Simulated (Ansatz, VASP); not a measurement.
# AlNi (AlNi in the L11 ordering): VASP beside Ansatz, part 2 of 2

Aim: how closely do two programs agree when they are given the same cell, functional and k mesh? The cell is generated by rule, not measured, and may not be a known phase. The cell is taken from a series of runs on this material, whose earlier steps may have relaxed, scaled, displaced or heated it; both programs get it as it stands.

VASP 6.6.1 and Ansatz 0.2.0.

So far: Starting point; VASP: relaxation of cell and atoms, LDA, pair 1; Ansatz: relaxation of cell and atoms, LDA, pair 1; Side by side.

### 5. VASP: relaxation of cell and atoms, LDA, pair 2

Level of this step: LDA, no spin polarisation; plane waves and PAW (Al, Ni); invented cell (VASP).

The relaxed volume is the usual yardstick between codes: in a stiff, nearly cubic crystal its relative difference is about their pressure difference at one cell divided by the bulk modulus.

Input file INCAR:

```
SYSTEM = AlNi
PREC = Accurate
ENCUT = 600
EDIFF = 1E-07
NELM = 120
ISMEAR = 1
SIGMA = 0.2
LREAL = .FALSE.
ALGO = Normal
GGA = CA
NBANDS = 12
LASPH = .TRUE.
LORBIT = 11
LWAVE = .FALSE.
LCHARG = .FALSE.
ISIF = 3
IBRION = 2
NSW = 80
EDIFFG = -0.005
GGA_COMPAT = .FALSE.
NELMIN = 4
KPAR = 2
```

Input file POSCAR:

```
AlNi
1.0
    3.4641170000      1.5746010000      1.5746010000
    1.5746010000      3.4641170000      1.5746010000
    1.5746010000      1.5746010000      3.4641170000
Al Ni
1 1
Direct
    0.0000000000      0.0000000000      0.0000000000
    0.4999999244      0.4999999244      0.4999999244
```

Input file KPOINTS:

```
Automatic mesh
0
Gamma
12 12 12
0 0 0
```

PAW data sets: Al and Ni (LDA family, release 64).

Started as:

```
mpirun -np 2 vasp_std
```

Numbers of over 12 decimals in the logs are rounded to 6 here.

The log of the run:

```text
[... set-up lines as in an earlier step ...]
 entering main loop
       N       E                     dE             d eps       ncg     rms          rms(c)
DAV:   1     0.435350186549E+02    0.43535E+02   -0.61297E+03  4568   0.129E+03
DAV:   2    -0.116202629918E+02   -0.55155E+02   -0.50861E+02  4644   0.208E+02
DAV:   3    -0.134109854480E+02   -0.17907E+01   -0.17713E+01  5488   0.438E+01
DAV:   4    -0.134356472556E+02   -0.24662E-01   -0.24653E-01  5068   0.465E+00
[...]
DAV:  12    -0.116528318994E+02    0.19381E-04   -0.61421E-05  5472   0.119E-01    0.270E-02
DAV:  13    -0.116528279513E+02    0.39481E-05   -0.25162E-05  6036   0.562E-02    0.202E-03
DAV:  14    -0.116528279928E+02   -0.41463E-07   -0.64775E-07  4880   0.711E-03
   1 F= -.11652828E+02 E0= -.11653249E+02  d E =-.116528E+02
[...]
N       E                     dE             d eps       ncg     rms          rms(c)
DAV:   1    -0.116547516345E+02   -0.19237E-02   -0.21464E-02  5248   0.243E+00    0.413E-01
[...]
DAV:   5    -0.116528603698E+02    0.16912E-05   -0.77585E-06  6640   0.259E-02    0.510E-03
DAV:   6    -0.116528602115E+02    0.15831E-06   -0.12635E-06  5452   0.855E-03    0.141E-03
DAV:   7    -0.116528602174E+02   -0.59363E-08   -0.44623E-08  2640   0.260E-03
   2 F= -.11652860E+02 E0= -.11653284E+02  d E =-.322246E-04
 trial-energy change:   -0.000032  1 .order   -0.000027   -0.000101    0.000046
 step:   0.7262(harm=  0.6855)  dis= 0.00000  next Energy=   -11.652866 (dE=-0.384E-04)
[...]
N       E                     dE             d eps       ncg     rms          rms(c)
DAV:   1    -0.116530101621E+02   -0.14995E-03   -0.16122E-03  5228   0.664E-01    0.114E-01
DAV:   2    -0.116532998402E+02   -0.28968E-03   -0.60096E-03  5416   0.112E+00    0.178E-01
DAV:   3    -0.116528720308E+02    0.42781E-03   -0.27477E-03  5408   0.760E-01    0.168E-02
DAV:   4    -0.116528673732E+02    0.46576E-05   -0.14427E-05  4740   0.388E-02    0.398E-03
DAV:   5    -0.116528672154E+02    0.15778E-06   -0.78503E-07  6188   0.914E-03    0.138E-03
DAV:   6    -0.116528672026E+02    0.12821E-07   -0.87675E-08  2568   0.239E-03
   3 F= -.11652867E+02 E0= -.11653290E+02  d E =-.392098E-04
[...]
reached required accuracy - stopping structural energy minimisation
```

From OUTCAR (step 5):

```text
  Total       -0.0040260     -0.0040260     -0.0040260     -0.0067337     -0.0067337     -0.0067337
  in kB       -0.2726857     -0.2726857     -0.2726857     -0.4560818     -0.4560818     -0.4560818
  external PRESSURE =      -0.2726857 kB  Pullay stress =       0.0000000 kB

 POSITION                                       TOTAL-FORCE (eV/Angst)
 -----------------------------------------------------------------------------------
      0.00000      0.00000      0.00000         0.000000     -0.000000      0.000000
      3.30767      3.30767      3.30767        -0.000000      0.000000     -0.000000
 -----------------------------------------------------------------------------------
    total drift:                                0.000080      0.000080      0.000080

  FREE ENERGIE OF THE ION-ELECTRON SYSTEM (eV)
  ---------------------------------------------------
  free  energy   TOTEN  =       -11.6528672026 eV

  energy  without entropy=      -11.6541361667  energy(sigma->0) =      -11.65329019

[... 2 parts as in an earlier step ...]

[... 2 further parts left out ...]
[key lines of the parts left out:]
E-fermi :   9.7263
```

### 6. Ansatz: relaxation of cell and atoms, LDA, pair 2

The same cell, functional (in two slightly different forms), mesh and smearing now go to Ansatz, which takes its cutoff from its data sets.

The cell is taken from a series of runs on this material, whose earlier steps may have relaxed, scaled, displaced or heated it; both programs get it as it stands.

Input file input.yaml:

```yaml
crystal:
  lattice:
    - [3.4641173565, 1.574600646, 1.574600646]
    - [1.574600646, 3.4641173565, 1.574600646]
    - [1.574600646, 1.574600646, 3.4641173565]
  atoms:
    - { symbol: Al, position: [0.0, 0.0, 0.0] }
    - { symbol: Ni, position: [0.5, 0.5, 0.5] }
kpoints:
  mp_grid: { grid: [12, 12, 12] }
hamiltonian:
  xc: lda
scf:
  occupations: { method: methfessel_paxton, width: 0.2 }
output:
  forces: true
  stress: true
  eigenvalues: true
relax:
  adjacent_minimum: "off"
  f_tol: 0.001
  max_steps: 60
  cell: { stress_tol: 0.01 }
```

Started as:

```
ansatz run input.yaml --threads 4 --pin off --max-ram 8192MiB --backend cpu --events-out ev --progress --plain --runs-dir out
```

The log of the run:

```text
[...]
Crystal: 2 atoms, lattice volume = 23.611 Å³
Basis set: ecut = 420 eV, 457 PW (Γ), FFT grids on a1−a3, a2−a3, a3
Bands: 15, of which v1, the nominal top of the filled ones, is band 11 counted from 1 (10 counted from 0)
Symmetry: 12 space group operations
[...]
k-points: 189 of 1728
[...]
k-point 188: bands = [... 7 lower, 11.8350, 11.8350, 12.3675, 12.3675, 23.4836, 27.1350, 27.1350, 27.9109]
--- Relaxed structure (3 steps of the walk, 3 accepted, 1 SCFs on fresh bases) ---
[...]
cell:  # Å, volume = 23.6099 Å³
    - [3.463967, 1.574444, 1.574444]
    - [1.574444, 3.463967, 1.574444]
    - [1.574444, 1.574444, 3.463967]
  atoms:
    - { symbol: Al, position: [0, 0, 0] }
    - { symbol: Ni, position: [0.5, 0.5, 0.500000] }
[key lines of the parts left out:]
SCF converged after 3 iterations
Free energy (F): -6287.125326 eV
Fermi energy:    13.696176 eV
P = ⅓ Tr σ = -0.0001 GPa (-0.001 kbar)
```

### 7. Comparison

What differs besides the data sets and the points named for the pairs above, as far as they apply: the data sets hold 21 valence electrons in Ansatz (on its default PAW (the set named soft_2) files) and 13 in VASP. Total energies have different zeros and are not compared.

Both answers:

| quantity | Ansatz | VASP | difference |
| --- | --- | --- | --- |
| volume (Å³) | 23.61 | 23.65 | -0.19 % |
| edge a after relaxation, in the typed setting (Å) | 4.118 | 4.120 | -0.04 % |

### 8. VASP: zone-centre phonons, LDA

Second derivatives magnify differences that forces hide, and they need a tight electronic threshold.

Input file INCAR:

```
SYSTEM = AlNi
PREC = Accurate
ENCUT = 600
EDIFF = 1E-08
NELM = 120
ISMEAR = 1
SIGMA = 0.2
LREAL = .FALSE.
ALGO = Normal
GGA = CA
NBANDS = 12
LASPH = .TRUE.
LORBIT = 11
LWAVE = .FALSE.
LCHARG = .FALSE.
ISIF = 2
IBRION = 8
GGA_COMPAT = .FALSE.
KPAR = 2
```

Input file POSCAR:

```
AlNi
1.0
    3.4639672240      1.5744436559      1.5744436559
    1.5744436559      3.4639672240      1.5744436559
    1.5744436559      1.5744436559      3.4639672240
Al Ni
1 1
Direct
    0.0000000000      0.0000000000      0.0000000000
    0.5000000000      0.5000000000      0.5000000000
```

Input file KPOINTS:

```
Automatic mesh
0
Gamma
8 8 8
0 0 0
```

Started as:

```
mpirun -np 2 vasp_std
```

The log of the run:

```text
[... set-up lines as in an earlier step ...]
 entering main loop
       N       E                     dE             d eps       ncg     rms          rms(c)
DAV:   1     0.441362109732E+02    0.44136E+02   -0.62091E+03  1560   0.130E+03
DAV:   2    -0.115442164922E+02   -0.55680E+02   -0.51279E+02  1588   0.208E+02
DAV:   3    -0.134119758908E+02   -0.18678E+01   -0.18499E+01  1924   0.443E+01
DAV:   4    -0.134381984090E+02   -0.26223E-01   -0.26212E-01  1732   0.473E+00
[...]
DAV:  13    -0.116466230262E+02    0.39690E-05   -0.25653E-05  2076   0.587E-02    0.216E-03
DAV:  14    -0.116466230676E+02   -0.41399E-07   -0.60694E-07  1668   0.686E-03    0.905E-04
DAV:  15    -0.116466230700E+02   -0.24625E-08   -0.84816E-09  1164   0.121E-03
   1 F= -.11646623E+02 E0= -.11647671E+02  d E =0.314248E-02
 Linear response reoptimize wavefunctions to high precision
DAV:   1    -0.116466230655E+02    0.44931E-08   -0.22721E-08  1828   0.212E-03
DAV:   2    -0.116466230656E+02   -0.17280E-10   -0.42891E-10   908   0.188E-04
 Linear response DOF=           2
 Linear response progress:
[...]
RMM:   5    -0.611851522003E-02   -0.11935E-04   -0.13933E-06  6051   0.954E-03    0.102E-03
RMM:   6    -0.611860041169E-02   -0.85192E-07   -0.88546E-08  5844   0.281E-03    0.914E-04
RMM:   7    -0.611860847881E-02   -0.80671E-08   -0.19534E-08  5501   0.160E-03    0.576E-04
 first order change of Fermi-energy   0.64732E-03
 force on displaced ion       1 direction 1 :  -4.890  -2.117  -2.117
 Linear response progress:
  Degree of freedom:   2/  2
       N       E                     dE             d eps       ncg     rms          rms(c)
RMM:   1    -0.188185045056E+00   -0.18819E+00   -0.10235E-01  5501   0.279E+00
RMM:   2    -0.185852904139E+00    0.23321E-02   -0.20855E-03  5344   0.593E-01    0.136E-01
RMM:   3    -0.185641315935E+00    0.21159E-03   -0.24235E-04  5789   0.133E-01    0.798E-02
RMM:   4    -0.185723380889E+00   -0.82065E-04   -0.17630E-04  6165   0.107E-01    0.143E-02
[...]
RMM:  11    -0.185760263755E+00    0.61396E-07   -0.22030E-10  6732   0.671E-05    0.777E-06
RMM:  12    -0.185760223588E+00    0.40168E-07   -0.74255E-11  6684   0.268E-05    0.129E-06
RMM:  13    -0.185760230369E+00   -0.67808E-08   -0.63808E-11  6735   0.148E-05    0.772E-07
 first order change of Fermi-energy  -0.34787E-03
 force on displaced ion       2 direction 1 :  -4.903  -2.114  -2.114
 Linear response finished
```

OUTCAR, selected parts (step 8):

```text
  Total        0.0248673      0.0248673      0.0248673      0.0504293      0.0504293      0.0504293
  in kB        1.6875104      1.6875104      1.6875104      3.4221555      3.4221555      3.4221555
  external PRESSURE =       1.6875104 kB  Pullay stress =       0.0000000 kB

 POSITION                                       TOTAL-FORCE (eV/Angst)
 -----------------------------------------------------------------------------------
      0.00000      0.00000      0.00000        -0.000000     -0.000000      0.000000
      3.30643      3.30643      3.30643         0.000000      0.000000     -0.000000
 -----------------------------------------------------------------------------------
    total drift:                                0.000000      0.000000      0.000000

[... 2 further parts left out ...]
```

### 9. Ansatz: zone-centre phonons, LDA

The same cell, functional (in two slightly different forms), mesh and smearing now go to Ansatz, which takes its cutoff from its data sets.

The cell is taken from a series of runs on this material, whose earlier steps may have relaxed, scaled, displaced or heated it; both programs get it as it stands.

Input file input.yaml:

```yaml
crystal:
  lattice:
    - [3.463967224, 1.5744436559, 1.5744436559]
    - [1.5744436559, 3.463967224, 1.5744436559]
    - [1.5744436559, 1.5744436559, 3.463967224]
  atoms:
    - { symbol: Al, position: [0.0, 0.0, 0.0] }
    - { symbol: Ni, position: [0.5, 0.5, 0.5] }
kpoints:
  mp_grid: { grid: [8, 8, 8] }
hamiltonian:
  xc: lda
scf:
  occupations: { method: methfessel_paxton, width: 0.2 }
output:
  eigenvalues: true
phonons:
  method: dfpt
  qmesh: [2, 2, 2]
  temperatures: { t_max: 1000, t_step: 50 }
  qpath:
    path:
      - [[0.0, 0.0, 0.0], [0.5, 0.5, 0.5], [0.80611852, 0.19388148, 0.5]]
      - [[0.5, -0.19388148, 0.19388148], [0.5, 0.0, 0.0], [0.0, 0.0, 0.0], [0.34694074, -0.34694074, 0.0]]
      - [[0.65305926, 0.0, 0.34694074], [0.5, 0.0, 0.5], [0.0, 0.0, 0.0]]
    npoints: 10
```

Started as:

```
ansatz run input.yaml --threads 4 --pin off --max-ram 8192MiB --backend cpu --events-out ev --progress --plain --runs-dir out
```

The log of the run:

```text
[...]
Crystal: 2 atoms, lattice volume = 23.610 Å³
Basis set: ecut = 420 eV, 457 PW (Γ), exchange–correlation on 60×60×60 points (8 copies of the dense FFT grid, shifted against one another)
Bands: 15, of which v1, the nominal top of the filled ones, is band 11 counted from 1 (10 counted from 0)
Symmetry: 12 space group operations
k-points: 65 of 512
[...]
largest difference from the sums on the solved wave vectors: F 5.71e-2 eV, S 8.94e-5 and C_V 3.23e-5 eV/K
  zero-point energy: 0.088247 eV/cell   skipped modes (ω ≤ 0): 3   left out of the sums: 2.28e-5 of the cell's modes: C_V's classical limit lies that fraction below 3 k_B per atom; for a crystal, a wire or a layer, F and S can be off by more, and a phonons.interpolated_qmesh denser along its periods is the remedy for the sampling
[key lines of the parts left out:]
SCF converged after 7 iterations
Free energy (F): -6287.119366 eV
Fermi energy:    13.775012 eV
```

### 10. Differences

What differs besides the data sets and the points named for the pairs above, as far as they apply: VASP's run holds the zone centre alone; the data sets hold 21 valence electrons in Ansatz (on its default PAW (the set named soft_2) files) and 13 in VASP. Total energies have different zeros and are not compared.

The two programs side by side:

| quantity | Ansatz | VASP | difference |
| --- | --- | --- | --- |
| optical mode 1 to 2 (cm⁻¹) | 201.7 | 202.2 | -0.24 % |
| optical mode 3 (cm⁻¹) | 363.2 | 366.4 | -0.89 % |

Modes are paired by rising frequency, not by their patterns, so a pair may set unlike modes beside each other; they are those without the splitting of longitudinal modes.

### 11. Outcome

| Quantity | Value |
| --- | --- |
| difference in volume (relaxation of cell and atoms, LDA, pair 1) | -0.21 % |
| difference in volume (relaxation of cell and atoms, LDA, pair 2) | -0.19 % |
| r.m.s. difference of the optical zone-centre modes, each program's sorted by frequency (zone-centre phonons, LDA) | 1.9 cm⁻¹ |
| difference in optical mode 3 (zone-centre phonons, LDA) | -0.9 % |

**Reading.** The difference in volume is -0.21 % (relaxation of cell and atoms, LDA, pair 1), within the 1.2 % picked in this series as the mark of a large difference, as far as the stopping tolerances let one tell. The data sets hold unlike numbers of valence electrons (21 in Ansatz and 13 in VASP), so part of the differences comes from the potentials. Among the rows given in per cent, the largest difference of the zone-centre phonons, LDA pair is in optical mode 3, -0.9 %. 1 further run of this series is not shown here. How closely two codes agree says nothing of how well the functional describes the real material.

[Lines on the potential files, build, host, timing and source positions are cut from VASP's logs without a mark.]

[Logs are printed without paths, hosts, clocks, repeated set-up lines and the standing remarks that a program may print on its own settings, such as how far it seeks lower states.]

[Hosts, paths, dates, database ids (printed as entryN), source tags and the programs' standing remarks are cut or masked in the printed files.]
